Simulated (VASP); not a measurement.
Crystal: InSb2As3.

```
CELL_PARAMETERS angstrom
6.29596 0.00000 0.00000
-3.14798 5.45246 0.00000
0.00000 0.00000 4.65008
ATOMIC_POSITIONS crystal
In 0.00000 0.00000 0.19263
Sb 0.66667 0.33333 0.49615
Sb 0.33333 0.66667 0.49615
As 0.00000 0.50000 0.99502
As 0.50000 0.00000 0.99502
As 0.50000 0.50000 0.99502
```

The cell was built by a generator and needn't be a form met in nature.

| Property | Result |
| --- | --- |
| Program | VASP 6.6.1 |
| Task | relaxation of cell and atoms |
| Functional | PBE |
| Potentials or basis | VASP PAW PBE potentials, release 64 (In_d, Sb, As) |
| Cutoff | 520 eV |
| k mesh | 3 × 3 × 3 |
| Occupations | gaussian, width 0.15 eV |
| Spin | no spin polarisation |

At the start: pressure 0.7 GPa; volume 26.61 Å³/atom.

Task: How do energy, volume and symmetry change on relaxing?

Result: Over 18 steps the energy falls by 148.1 meV/atom and the volume is 31.11 Å³/atom (+16.9 %); space group P6mm (No. 183, to 0.05 Å).

Step by step:
```csv
step,energy change (eV),largest force (eV/Å),pressure (GPa),volume (Å³)
1,0.0000,0.1765,0.67,159.63
2,-0.2531,0.1655,0.22,162.05
3,-0.6012,0.2786,0.17,167.48
4,-0.6109,0.1881,-0.04,166.76
5,-0.6114,0.2019,0.10,166.92
6,-0.6224,0.2733,-0.10,167.67
7,-0.6731,0.4860,-0.40,169.93
8,-0.8035,0.4154,0.03,174.51
9,-0.7529,1.1154,2.43,183.91
10,-0.8593,0.1514,1.22,177.72
11,-0.8526,0.4147,1.42,180.33
12,-0.8625,0.1442,0.68,178.96
13,-0.8701,0.1721,0.83,180.53
14,-0.8815,0.2028,0.44,185.30
15,-0.8818,0.2078,0.28,186.68
16,-0.8868,0.1371,0.02,187.02
17,-0.8876,0.1393,-0.21,187.21
18,-0.8887,0.0667,-0.14,186.67
```

Final structure:
```cif
data_structure
_symmetry_space_group_name_H-M 'P 1'
_symmetry_Int_Tables_number 1
_cell_length_a 7.0312
_cell_length_b 7.0312
_cell_length_c 4.3600
_cell_angle_alpha 90.000
_cell_angle_beta 90.000
_cell_angle_gamma 120.000
_cell_volume 186.67
loop_
_atom_site_label
_atom_site_type_symbol
_atom_site_fract_x
_atom_site_fract_y
_atom_site_fract_z
_atom_site_occupancy
In1 In 0.00000 0.00000 0.13724 1
Sb1 Sb 0.66667 0.33333 0.56931 1
Sb2 Sb 0.33333 0.66667 0.56931 1
As1 As 0.00000 0.50000 0.96471 1
As2 As 0.50000 0.00000 0.96471 1
As3 As 0.50000 0.50000 0.96471 1
```

Caveat: the k mesh is coarse (spacing up to 0.45 Å⁻¹), so the values aren't converged; the volume moved by over 15 % at a fixed basis, so the end points are rough.
